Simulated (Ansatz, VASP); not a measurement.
**WS2 (Tungstenite): VASP beside Ansatz**

One calculation is typed for both programs; each brings its own data sets. How far apart do they land? The cell is taken from a series of runs on this material, whose earlier steps may have relaxed, scaled, displaced or heated it; both programs get it as it stands.

Calculated with Ansatz 0.2.0; plane waves, with VASP 6.6.1 beside it; relaxation of cell and atoms at PBEsol and zone-centre phonons at PBEsol.

### Step 1. Set-up

The structure is trigonal, space group R3m (No. 160). Conventional cell: a = 3.148 Å, b = 3.148 Å, c = 19.111 Å, α = 90.00°, β = 90.00°, γ = 120.00°. Nearest to W lie 6 S at 2.40 Å. Nearest to S lie 3 W at 2.40 Å. S has 3 W at 2.40 Å nearest. Farther neighbours and most contacts between anions are not listed.

### Step 2. Ansatz: relaxation of cell and atoms, PBEsol

Ansatz runs on its default PAW (the set named soft_2) files.

The relaxed volume is the usual yardstick between codes: in a stiff, nearly cubic crystal its relative difference is about their pressure difference at one cell divided by the bulk modulus.

File input.yaml:

```yaml
crystal:
  lattice:
    - [1.5737856799, 0.908625586, 6.3704604571]
    - [-1.5737856799, 0.908625586, 6.3704604571]
    - [0.0, -1.8172511719, 6.3704604571]
  atoms:
    - { symbol: W, position: [0.0006715577, 0.0006715577, 0.0006715577] }
    - { symbol: S, position: [0.2520347428, 0.2520347428, 0.2520347428] }
    - { symbol: S, position: [0.4159936995, 0.4159936995, 0.4159936995] }
kpoints:
  mp_grid: { grid: [9, 9, 9] }
hamiltonian:
  xc: pbesol
scf:
  occupations: { method: fixed }
output:
  forces: true
  stress: true
  eigenvalues: true
relax:
  adjacent_minimum: "off"
  f_tol: 0.001
  max_steps: 60
  cell: { stress_tol: 0.01 }
```

On the command line:

```
ansatz run input.yaml --threads 8 --pin off --max-ram 14336MiB --backend cpu --events-out ev --progress --plain --runs-dir out
```

Numbers of over 12 decimals in the logs are rounded to 6 here.

The log of the run:

```text
basis.fft_grid_basis auto: the FFT boxes are laid along the combinations [[1, 0, -1], [0, 1, -1], [0, 0, 1]] of the cell's own vectors, 3.148, 3.148 and 6.625 Å long. The dense box has 24×24×45 points. Along the cell's own vectors, as sized, it would have 45×45×45, 3.52 times as many. Of the 6 symmetry operations that the crystal satisfies within crystal.symmetry.tolerance (time reversal apart; of a slab, those that  [...]
Engine: ansatz 0.2.0, x86_64-unknown-linux-gnu
Pseudopotentials: kind: paw
Pseudopotential: W, paw, valence charge 14, recommended cutoff 420 eV (normal), W.paw.azcp
Pseudopotential: S, paw, valence charge 6, recommended cutoff 420 eV (normal), S.paw.azcp
Functional definition: PBEsol
  exchange = pbesol_x
  correlation = pbesol_c
Crystal: 3 atoms, lattice volume = 54.658 Å³
Basis set: ecut = 420 eV, 1047 PW (Γ), FFT grids on a1−a3, a2−a3, a3, exchange–correlation on 48×48×90 points (8 copies of the dense FFT grid, shifted against one another)
Bands: 17, of which v1, the nominal top of the filled ones, is band 13 counted from 1 (12 counted from 0)
Symmetry: 6 space group operations
Space group: R3m (ITA 160), of the structure as read, at distance tolerance 3.8e-5 Å
k-points: 85 of 729 (time reversal used)
Non-local potential: W, projectors of the file, l = 0: 3, l = 1: 2, l = 2: 2, l = 3: 1
Non-local potential: S, projectors of the file, l = 0: 2, l = 1: 2, l = 2: 2
PAW form: soft (Blöchl's): semilocal exchange-correlation on the pseudo side does not see the compensation charge
PAW frozen core: W, regenerated for the run's functional, and the local potential with it (the file was generated under x = pbe(κ = 0.804, μ = 0.219515), c = pbe(β = 0.066725))
PAW frozen core: S, regenerated for the run's functional, and the local potential with it (the file was generated under x = pbe(κ = 0.804, μ = 0.219515), c = pbe(β = 0.066725))
PAW one-centre angular grid: W, 590 points (default); XC on 64 Gauss nodes
PAW one-centre angular grid: S, 110 points (default); XC on 64 Gauss nodes
Initial density: superposition of atomic densities (neutral atoms: chi_scale 0, normalization atom), corrected by the library's trained network
Initial wavefunctions: pseudopotential atomic-orbital guess
Functional: x = pbesol(κ = 0.804, μ = 0.123457), c = pbesol(β = 0.046)
SCF iter   1: F=—  HF=-12029.085379 eV  |F-HF|=—  |Δ(HF+E_count)|=         —  Δρ=8.82e-3  dr2=8.01e-2  ethr=1.77e-3  ⟨swp⟩=5.0  Hψ=7206  notcnv=0  defer=116
preconditioner: auto → none  [insulator: Δε(μ)=1.267 eV  Ē_g=8.804 eV  n_scr=16 (ndim 8)  ℏωp=21.3 eV  f_vac=0.028  ε∞_Penn≈6.9]
SCF iter   2: F=—  HF=-12029.114413 eV  |F-HF|=—  |Δ(HF+E_count)|=   2.90e-2  Δρ=1.12e-2  dr2=2.46e-1  ethr=3.08e-4  ⟨swp⟩=3.4  Hψ=3100  notcnv=0  defer=167  recentre
SCF iter   3: F=—  HF=-12029.074855 eV  |F-HF|=—  |Δ(HF+E_count)|=   3.96e-2  Δρ=3.44e-3  dr2=4.98e-3  ethr=3.08e-4  ⟨swp⟩=2.4  Hψ=2273  notcnv=0  defer=167
SCF iter   4: F=—  HF=-12029.076041 eV  |F-HF|=—  |Δ(HF+E_count)|=   1.19e-3  Δρ=9.57e-4  dr2=1.79e-4  ethr=1.91e-5  ⟨swp⟩=2.3  Hψ=2557  notcnv=0  defer=170
SCF iter   5: F=—  HF=-12029.076260 eV  |F-HF|=—  |Δ(HF+E_count)|=   2.18e-4  Δρ=2.71e-4  dr2=4.79e-5  ethr=6.89e-7  ⟨swp⟩=2.0  Hψ=2155  notcnv=0  defer=168
SCF iter   6: F=—  HF=-12029.076288 eV  |F-HF|=—  |Δ(HF+E_count)|=   2.82e-5  Δρ=1.35e-4  dr2=1.85e-5  ethr=1.84e-7  ⟨swp⟩=2.0  Hψ=2120  notcnv=0  defer=43
SCF iter   7: F=—  HF=-12029.076288 eV  |F-HF|=—  |Δ(HF+E_count)|=   1.93e-7  Δρ=6.07e-5  dr2=3.57e-6  ethr=7.12e-8  ⟨swp⟩=1.0  Hψ=1447  notcnv=0  defer=43
SCF iter   8: F=-12029.076288 eV  HF=-12029.076288 eV  |F-HF|=2.15e-8  |Δ(HF+E_count)|=   2.26e-7  Δρ=1.29e-5  dr2=9.17e-8  ethr=3.85e-10  ⟨swp⟩=7.3  Hψ=8728  notcnv=0
SCF 1 converged in 8 iterations: F = -12029.076288 eV  dr2 = 9.17e-8
  greatest PAW one-centre occupation: 1.000 electrons in one spin orbital (limit 2), on the W atom at site 0 (counted from 0), in its partial waves of l = 0
relax step   1: F+E_penalty+E_count = -12029.07628802 eV  Δ(F+E_penalty+E_count) = +0.000e0 eV  max|allowed force component| = 7.240e-4 eV/Å  Δτ_max = 0.0000 Å  P = -0.011 GPa  Ω = 54.658 Å³  (8 SCF iters, dr2 threshold 1.00e-7 eV, accepted)
[...]
relax step   2: F+E_penalty+E_count = -12029.07628901 eV  Δ(F+E_penalty+E_count) = -9.895e-7 eV  max|allowed force component| = 1.330e-3 eV/Å  Δτ_max = 0.0003 Å  P = +0.014 GPa  Ω = 54.658 Å³  energy of the carried Pulay correction = +6.484e-8 eV  (6 SCF iters, dr2 threshold 1.11e-9 eV, accepted)
[...]
relax step   3: F+E_penalty+E_count = -12029.07628774 eV  Δ(F+E_penalty+E_count) = +1.262e-6 eV  max|allowed force component| = 2.661e-4 eV/Å  Δτ_max = 0.0004 Å  P = +0.006 GPa  Ω = 54.674 Å³  energy of the carried Pulay correction = -2.467e-6 eV  (6 SCF iters, dr2 threshold 1.19e-9 eV, accepted)
[...]
relax step   4: F+E_penalty+E_count = -12029.07628513 eV  Δ(F+E_penalty+E_count) = +2.612e-6 eV  max|allowed force component| = 3.567e-4 eV/Å  Δτ_max = 0.0006 Å  P = +0.001 GPa  Ω = 54.694 Å³  energy of the carried Pulay correction = -5.594e-6 eV  (9 SCF iters, accepted)
[...]
relax step   5: F+E_penalty+E_count = -12029.07629017 eV  Δ(F+E_penalty+E_count) = -5.037e-6 eV  max|allowed force component| = 3.540e-4 eV/Å  Δτ_max = 0.0000 Å  P = +0.001 GPa  Ω = 54.694 Å³  stress off target by 4.71e-3 GPa  SCF on the basis re-selected at this cell (its energy is not comparable with the rows above)  (7 SCF iters)
basis re-selected at this cell: Δ(F+E_penalty+E_count) = -5.037e-6 eV, ΔP = +0.000 GPa vs the last step (what re-selecting the basis moved, of the pressure what is left beyond the Pulay correction that the steps carried, after the strain that the cell walked since its last selection, with what the two solves' SCF thresholds leave and, on support functions, any second-order correction that the steps lacked; it is no m [...]
SCF converged after 7 iterations
Free energy (F): -12029.076290 eV
Harris-Foulkes:  -12029.076290 eV  (|F-HF|=7.28e-12)
Internal energy: -12029.076290 eV  (E = F + TS)
E sigma→0 (E₀):  -12029.076290 eV
Fermi energy:    11.025789 eV
--- Per-component energies (eV) ---
  E_band       = -200.817805
  E_kinetic    = 666.966806
  E_local      = -1907.804423  (includes V_loc(G=0)·N_el)
  E_nonlocal   = 60.337009
  E_hartree    = 766.087129
  E_xc         = -458.764406
  E_vxc        = -415.068639  (∫ρ·V_xc dr)
  E_paw        = -9604.531118  (= ΣΔE_a)
  E_vpaw       = -137.422752  (= ΣTr[D̂ρ^β])
  E_aug_tail   = -0.000066  (compensation charges beyond the density's cutoff)
  E_ewald      = -1551.712912
  E_core_change = 0.345691  (= ΣΔE_core)
  E_smearing   = -0.000000  (= −TS)
  E_closure    = 0.000000  (closes the sum)
  Σ components = -12029.076290   (vs F -12029.076290, Δ=0.00e0)
--- Forces (eV/Å), atoms counted from 1 ---
  atom   1  W      0.00000000     0.00000000     0.00007027
  atom   2  S      0.00000000    -0.00000000    -0.00035386
  atom   3  S      0.00000000     0.00000000     0.00028400
  max |Σ_I F_I| component: 4.12e-7 eV/Å
--- Stress (GPa, compression-positive) ---
       -0.000501       0.000000       0.000000
        0.000000      -0.000501       0.000000
        0.000000       0.000000       0.004707
  P = ⅓ Tr σ = 0.0012 GPa (0.012 kbar)
--- Band table (eV; the first three rows and the last of 85) ---
  k-point 0: bands = [... 9 lower, 8.9289, 8.9289, 9.3706, 9.9192, 13.4607, 13.4607, 13.7180, 13.7180]
  k-point 1: bands = [... 9 lower, 8.1169, 8.6072, 9.6423, 9.9770, 13.0973, 13.4106, 13.5382, 13.8326]
  k-point 2: bands = [... 9 lower, 7.9651, 8.4131, 9.3406, 9.6787, 12.5065, 13.2510, 13.8498, 14.5117]
  k-point 84: bands = [... 9 lower, 7.8594, 8.6299, 8.9470, 10.7206, 13.3338, 13.4414, 13.4519, 13.9057]
--- Relaxed structure (4 steps of the walk, 4 accepted, 1 SCFs on fresh bases) ---
  F+E_penalty+E_count = -12029.07629017 eV   max|allowed force component| = 3.540e-4 eV/Å   (the final SCF, on the basis selected at the relaxed cell)
  cell:  # Å, volume = 54.6943 Å³
    - [1.573669, 0.908558, 6.375660]
    - [-1.573669, 0.908558, 6.375660]
    - [1.7489411799447372e-19, -1.817116, 6.375660]
  atoms:
    - { symbol: W, position: [0.000671483, 0.000671483, 0.000671483] }
    - { symbol: S, position: [0.252098, 0.252098, 0.252098] }
    - { symbol: S, position: [0.415930, 0.415930, 0.415930] }
```

In the SCF lines HF is the Harris–Foulkes energy and dr2 the Hartree energy of the density residual, in eV; the loop may stop once dr2 is under the threshold and the program's other checks hold. Hψ counts applications of the Hamiltonian.

### Step 3. VASP: relaxation of cell and atoms, PBEsol

The same cell, functional and mesh now go to VASP, with its own data sets.

Lines of VASP's logs that name or quote its potential files are left out, and so is its time.

File INCAR:

```
SYSTEM = WS2
PREC = Accurate
ENCUT = 600
EDIFF = 1E-07
NELM = 120
ISMEAR = 0
SIGMA = 0.01
LREAL = .FALSE.
ALGO = Normal
GGA = PS
NBANDS = 15
LASPH = .TRUE.
LORBIT = 11
LWAVE = .FALSE.
LCHARG = .FALSE.
ISIF = 3
IBRION = 2
NSW = 80
EDIFFG = -0.005
GGA_COMPAT = .FALSE.
NELMIN = 4
EFERMI = MIDGAP
KPAR = 2
```

File POSCAR:

```
WS2
1.0
    1.5737860000      0.9086260000      6.3704600000
   -1.5737860000      0.9086260000      6.3704600000
    0.0000000000     -1.8172510000      6.3704600000
W S
1 2
Direct
    0.0006715369      0.0006715369      0.0006715373
    0.2520347100      0.2520347100      0.2520348487
    0.4159936405      0.4159936405      0.4159938694
```

File KPOINTS:

```
Automatic mesh
0
Gamma
9 9 9
0 0 0
```

The projector-augmented-wave data sets are W and S (PBE family, release 64).

On the command line:

```
mpirun -np 2 vasp_std
```

The log of the run:

```text
[banner, memory and clock lines left out]
running    2 mpi-ranks, on    1 nodes
 distrk:  each k-point on    1 cores,    2 groups
 distr:  one band on    1 cores,    1 groups

 POSCAR found type information on POSCAR W S
 POSCAR found :  2 types and       3 ions
|                                                                             |
|               ----> ADVICE to this user running VASP <----                  |
|                                                                             |
|     You enforced a specific xc type in the INCAR file but a different       |
|     [... a line on the potential file left out ...]
|     I HOPE YOU KNOW WHAT YOU ARE DOING!                                     |
|                                                                             |

 LDA part: xc-table for (Slater+PW92), standard interpolation
 POSCAR, INCAR and KPOINTS ok, starting setup
 FFT: planning ... GRIDC
 FFT: planning ... GRID_SOFT
 FFT: planning ... GRID
 WAVECAR not read
 entering main loop
       N       E                     dE             d eps       ncg     rms          rms(c)
DAV:   1     0.895797149239E+02    0.89580E+02   -0.86658E+03  2550   0.117E+03
DAV:   2    -0.200496439960E+02   -0.10963E+03   -0.10252E+03  3268   0.246E+02
DAV:   3    -0.265732191340E+02   -0.65236E+01   -0.64531E+01  3398   0.577E+01
DAV:   4    -0.266630321175E+02   -0.89813E-01   -0.89760E-01  3278   0.766E+00
DAV:   5    -0.266648342357E+02   -0.18021E-02   -0.18019E-02  3551   0.106E+00    0.290E+01
DAV:   6    -0.255454730901E+02    0.11194E+01   -0.27830E+00  3888   0.124E+01    0.127E+01
DAV:   7    -0.253885456343E+02    0.15693E+00   -0.84309E-01  2872   0.749E+00    0.660E+00
DAV:   8    -0.253348119966E+02    0.53734E-01   -0.13972E-01  3292   0.311E+00    0.103E+00
DAV:   9    -0.253332990535E+02    0.15129E-02   -0.15167E-02  3299   0.908E-01    0.532E-01
DAV:  10    -0.253325922996E+02    0.70675E-03   -0.68413E-03  3258   0.540E-01    0.180E-01
DAV:  11    -0.253325000069E+02    0.92293E-04   -0.79405E-04  3362   0.197E-01    0.623E-02
DAV:  12    -0.253325111981E+02   -0.11191E-04   -0.23677E-05  3404   0.414E-02    0.434E-02
DAV:  13    -0.253325233884E+02   -0.12190E-04   -0.17637E-05  3369   0.274E-02    0.132E-02
DAV:  14    -0.253325239616E+02   -0.57320E-06   -0.16469E-06  3537   0.891E-03    0.298E-03
DAV:  15    -0.253325240499E+02   -0.88291E-07   -0.30332E-07  3453   0.365E-03
   1 F= -.25332524E+02 E0= -.25332524E+02  d E =-.253325E+02
[...]
2 F= -.25332163E+02 E0= -.25332163E+02  d E =0.361443E-03
[...]
3 F= -.25332657E+02 E0= -.25332657E+02  d E =-.132456E-03
 curvature:  -0.17 expect dE=-0.151E-04 dE for cont linesearch -0.349E-07
 trial: gam= 0.13363 g(F)=  0.274E-04 g(S)=  0.622E-04 ort =-0.126E-04 (trialstep = 0.869E+00)
 search vector abs. value=  0.999E-04
 bond charge predicted
       N       E                     dE             d eps       ncg     rms          rms(c)
DAV:   1    -0.253327708667E+02   -0.11437E-03   -0.37473E-03  2571   0.392E-01    0.501E-02
DAV:   2    -0.253327018614E+02    0.69005E-04   -0.21537E-04  3411   0.123E-01    0.326E-02
DAV:   3    -0.253326901387E+02    0.11723E-04   -0.42165E-05  3271   0.497E-02    0.125E-02
DAV:   4    -0.253326844447E+02    0.56940E-05   -0.13347E-05  3502   0.213E-02    0.780E-03
DAV:   5    -0.253326841402E+02    0.30451E-06   -0.12887E-06  3250   0.757E-03    0.522E-03
DAV:   6    -0.253326842166E+02   -0.76465E-07   -0.17315E-07  2560   0.358E-03
   4 F= -.25332684E+02 E0= -.25332684E+02  d E =-.277103E-04
 trial-energy change:   -0.000028  1 .order   -0.000029   -0.000076    0.000019
 step:   0.6876(harm=  0.6977)  dis= 0.00046  next Energy=   -25.332686 (dE=-0.297E-04)
 reached required accuracy - stopping structural energy minimisation
```

Parts of OUTCAR (step 3):

```text
ion  position               nearest neighbor table
   1  0.001  0.001  0.001-   2 2.40   2 2.40   2 2.40   3 2.40   3 2.40   3 2.40
   2  0.252  0.252  0.252-   1 2.40   1 2.40   1 2.40
   3  0.416  0.416  0.416-   1 2.40   1 2.40   1 2.40

  LATTYP: Found a trigonal (rhomboedric) cell.
 ALAT       =     6.6245878508
 COS(alpha) =     0.8871234770

 Subroutine GETGRP returns: Found  6 space group operations
 (whereof  6 operations were pure point group operations)

The static configuration has the point symmetry C_3v.

 Found     85 irreducible k-points:

   k-points           NKPTS =     85   k-points in BZ     NKDIM =     85   number of bands    NBANDS=     15

   dimension x,y,z NGX =    54 NGY =   54 NGZ =   54
   dimension x,y,z NGXF=   108 NGYF=  108 NGZF=  108

   ENCUT  =  600.0 eV  44.10 Ry    6.64 a.u.  13.23 13.23 13.23*2*pi/ulx,y,z

   NELECT =      18.0000    total number of electrons

 k-points in reciprocal lattice and weights: Automatic mesh
   0.00000000  0.00000000  0.00000000       0.001
   0.11111111  0.00000000 -0.00000000       0.008
   0.22222222  0.00000000 -0.00000000       0.008
   0.33333333  0.00000000 -0.00000000       0.008
   0.44444444  0.00000000 -0.00000000       0.008
   0.11111111  0.11111111 -0.00000000       0.008
   0.22222222  0.11111111 -0.00000000       0.016
   0.33333333  0.11111111 -0.00000000       0.016
   0.44444444  0.11111111 -0.00000000       0.016
[...]
0.44444444  0.44444444  0.44444444       0.003
  -0.44444444  0.44444444  0.44444444       0.008

 average (electrostatic) potential at core
       1 -39.9046       2 -86.0705       3 -86.0731

 E-fermi :   6.4923

 k-point     1 :       0.0000    0.0000    0.0000
  band No.  band energies     occupation
    ...
      5       2.5153      2.00000
      6       3.7915      2.00000
      7       3.7915      2.00000
      8       4.2135      2.00000
      9       4.7382      2.00000
     10       8.3264      0.00000
     11       8.3264      0.00000
     12       8.5762      0.00000
     13       8.5762      0.00000
     14      10.8228      0.00000
    ...

 k-point     2 :       0.1111    0.0000   -0.0000
  band No.  band energies     occupation
    ...
      5       2.7270      2.00000
      6       2.9716      2.00000
      7       3.4677      2.00000
      8       4.4825      2.00000
      9       4.8001      2.00000
     10       7.9519      0.00000
     11       8.2783      0.00000
     12       8.3952      0.00000
     13       8.6952      0.00000
     14      11.7186      0.00000
    ...

 k-point     3 :       0.2222    0.0000   -0.0000
  band No.  band energies     occupation
    ...
      5       1.8643      2.00000
      6       2.8215      2.00000
      7       3.2717      2.00000
      8       4.1723      2.00000
      9       4.5053      2.00000
     10       7.3527      0.00000
     11       8.1037      0.00000
     12       8.7239      0.00000
     13       9.3651      0.00000
     14      12.6643      0.00000
    ...

  Total        0.0077478      0.0077478     -0.0087051      0.0000000     -0.0000000      0.0000000
  in kB        0.2276308      0.2276308     -0.2557562      0.0000000     -0.0000000      0.0000000
  external PRESSURE =       0.0665018 kB  Pullay stress =       0.0000000 kB

  energy-cutoff  :      600.00
  volume of cell :       54.53
      direct lattice vectors                 reciprocal lattice vectors
     1.571739864  0.907444663  6.372422050     0.318118800  0.183665996  0.052308725
    -1.571739864  0.907444663  6.372422050    -0.318118800  0.183665996  0.052308725
    -0.000000000 -1.814888327  6.372422050     0.000000000 -0.367331992  0.052308754

 POSITION                                       TOTAL-FORCE (eV/Angst)
 -----------------------------------------------------------------------------------
     -0.00000     -0.00000      0.01284         0.000000     -0.000000     -0.000082
     -0.00000      0.00000      4.81798        -0.000000      0.000000      0.004189
     -0.00000      0.00000      7.95290         0.000000     -0.000000     -0.004106
 -----------------------------------------------------------------------------------
    total drift:                               -0.000000      0.000355     -0.000061

  FREE ENERGIE OF THE ION-ELECTRON SYSTEM (eV)
  ---------------------------------------------------
  free  energy   TOTEN  =       -25.3326842166 eV

  energy  without entropy=      -25.3326842166  energy(sigma->0) =      -25.33268422

 reached required accuracy - stopping structural energy minimisation

 total charge
# of ion       s       p       d       tot
------------------------------------------
    1        0.569   0.730   4.315   5.615
    2        1.353   2.346   0.000   3.700
    3        1.354   2.346   0.000   3.700
--------------------------------------------------
tot          3.277   5.423   4.315  13.014

[... 3 further parts left out ...]
```

CONTCAR:

```
WS2
   1.00000000000000
     1.5717398644613698    0.9074446631709331    6.3724220502142250
    -1.5717398644613698    0.9074446631709331    6.3724220502142250
    -0.0000000000000000   -1.8148883273343550    6.3724220501704467
  W               S
     1     2
Direct
     0.0006715561588984    0.0006715561588984    0.0006715565588984
     0.2520222589456722    0.2520222589456722    0.2520223976457166
     0.4160060722954248    0.4160060722954248    0.4160063011953825
```

This run has no spin polarisation, so a moment on W, if there is one, isn't seen. The data set W keeps the semicore shell frozen, which is cheaper and a little less accurate. The run keeps the 6 symmetry operations of its start, so it cannot find a distortion of lower symmetry.

### Step 4. Side by side

Known differences besides the potentials themselves: fixed occupations in Ansatz, narrow Gaussian smearing in VASP; the data sets hold 26 valence electrons in Ansatz (on its default PAW (the set named soft_2) files) and 18 in VASP; the cutoff is 420 eV in Ansatz and 600 eV in VASP; Ansatz makes its cores anew for this functional, VASP keeps those of its PBE data sets; Ansatz adds a Pulay correction to the stress that steers its cell, VASP none. Total energies have different zeros and are not compared.

Both answers:

```csv
quantity,Ansatz,VASP,difference
volume (Å³),54.69,54.53,+0.30 %
"edge a after relaxation, in the typed setting (Å)",6.630,6.626,+0.06 %
```

(Continued in part 2 of 2.)

[Lines on the potential files, build, host, timing and source positions are cut from VASP's logs without a mark.]

[Logs are printed without paths, hosts, clocks, repeated set-up lines and the standing remarks that a program may print on its own settings, such as how far it seeks lower states.]

[Hosts, paths, dates, database ids (printed as entryN), source tags and the programs' standing remarks are cut or masked in the printed files.]
